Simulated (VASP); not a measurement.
All values below come from PBE GGA, VASP's PBE PAW potentials (set 64) (plane waves; VASP 6.6.1).

Input for VASP

### INCAR
```
# general
SYSTEM  = Lu2Te3
PREC    = Accurate
ENCUT   = 300
LREAL   = .FALSE.   # projection in real space or not
LASPH   = .TRUE.   # aspherical one-centre terms

# electronic loop
EDIFF   = 1E-6   # SCF stop (eV)
NELM    = 100
ALGO    = Normal
LMAXMIX = 6   # l cut-off of mixed one-centre charges

# smearing
ISMEAR  = -1   # Fermi-Dirac
SIGMA   = 0.05   # width (eV)

# functional
GGA     = PE   # PBE

# ions
ISIF    = 2

# output
LWAVE   = .FALSE.
LCHARG  = .FALSE.
```

**POSCAR**
```
Lu2Te3
1
    4.8209960000     0.0000000000     0.0000000000
   -2.4104980000     4.1751050000     0.0000000000
    0.0000000000     0.0000000000     7.5118410000
Lu Te
2 3
Direct
  0.3333330000   0.6666670000   0.2467000000
  0.6666670000   0.3333330000   0.7533000000
  0.0000000000   0.0000000000   0.0000000000
  0.3333330000   0.6666670000   0.6470000000
  0.6666670000   0.3333330000   0.3530000000
```

File KPOINTS:
```
Automatic mesh
0
G
 3 3 2
```

POTCAR, in this order: Lu_3 Te (PBE.64 set). Program: vasp_std.

What VASP printed:

### OSZICAR
```
       N       E                     dE             d eps       ncg     rms          rms(c)
DAV:   1     0.141701246197E+03    0.14170E+03   -0.11779E+04   520   0.120E+03
DAV:   2    -0.790263388544E+01   -0.14960E+03   -0.14492E+03   480   0.488E+02
DAV:   3    -0.232190686395E+02   -0.15316E+02   -0.14416E+02   496   0.772E+01
DAV:   4    -0.240141808443E+02   -0.79511E+00   -0.79406E+00   528   0.177E+01
DAV:   5    -0.240436113437E+02   -0.29430E-01   -0.29421E-01   448   0.199E+00    0.275E+01
DAV:   6    -0.235025000097E+02    0.54111E+00   -0.15453E+00   488   0.145E+01    0.175E+01
DAV:   7    -0.235307255324E+02   -0.28226E-01   -0.11478E+00   512   0.123E+01    0.130E+00
DAV:   8    -0.234916433857E+02    0.39082E-01   -0.32938E-01   472   0.651E+00    0.922E-01
DAV:   9    -0.234932905043E+02   -0.16471E-02   -0.14391E-02   496   0.107E+00    0.266E-01
DAV:  10    -0.234930612659E+02    0.22924E-03   -0.26812E-03   496   0.700E-01    0.677E-02
DAV:  11    -0.234931806043E+02   -0.11934E-03   -0.17194E-04   408   0.852E-02    0.441E-02
DAV:  12    -0.234932281289E+02   -0.47525E-04   -0.64073E-05   392   0.517E-02    0.139E-02
DAV:  13    -0.234932370743E+02   -0.89454E-05   -0.13674E-05   376   0.254E-02    0.739E-03
DAV:  14    -0.234932377830E+02   -0.70873E-06   -0.24666E-06   288   0.181E-02
   1 F= -.23493238E+02 E0= -.23492872E+02  d E =-.731283E-03
```

**OUTCAR**
```
------------------------ aborting loop because EDIFF is reached ----------------------------------------
  FORCE on cell =-STRESS in cart. coord.  units (eV):
  Direction    XX          YY          ZZ          XY          YZ          ZX
  --------------------------------------------------------------------------------------
  Total        3.7227397      3.7227396      5.5631804      0.0000000      0.0000000     -0.0000000
  in kB       39.4477909     39.4477908     58.9499128      0.0000000      0.0000000     -0.0000000
  external PRESSURE =      45.9484982 kB  Pullay stress =       0.0000000 kB
  volume of cell :      151.20
      direct lattice vectors                 reciprocal lattice vectors
     4.820996000  0.000000000  0.000000000     0.207426017  0.119757467  0.000000000
    -2.410498000  4.175105000  0.000000000     0.000000000  0.239514934  0.000000000
     0.000000000  0.000000000  7.511841000     0.000000000  0.000000000  0.133123158
 POSITION                                       TOTAL-FORCE (eV/Angst)
 -----------------------------------------------------------------------------------
     -0.00000      2.78340      1.85317        -0.000000      0.000000     -0.744591
      2.41050      1.39170      5.65867         0.000000     -0.000000      0.744591
      0.00000      0.00000      0.00000         0.000000      0.000000      0.000000
     -0.00000      2.78340      4.86016        -0.000000      0.000000     -0.064934
      2.41050      1.39170      2.65168         0.000000      0.000000      0.064934
 -----------------------------------------------------------------------------------
    total drift:                                0.000000     -0.000000      0.000000
  FREE ENERGIE OF THE ION-ELECTRON SYSTEM (eV)
  ---------------------------------------------------
  free  energy   TOTEN  =       -23.4932377830 eV

  energy  without entropy=      -23.4925065002  energy(sigma->0) =      -23.49287214
```
(Selected blocks of OUTCAR.)

At this cut-off the stress carries a Pulay error, which pulls relaxed volumes low.

The structure was generated: Lu2Te3 was put into an ordered model structure, which need not be its known phase. The cell was not relaxed at this level. The k-mesh is coarse (spacing up to 0.50 per Å, 2π included), so the numbers may not be converged in it.
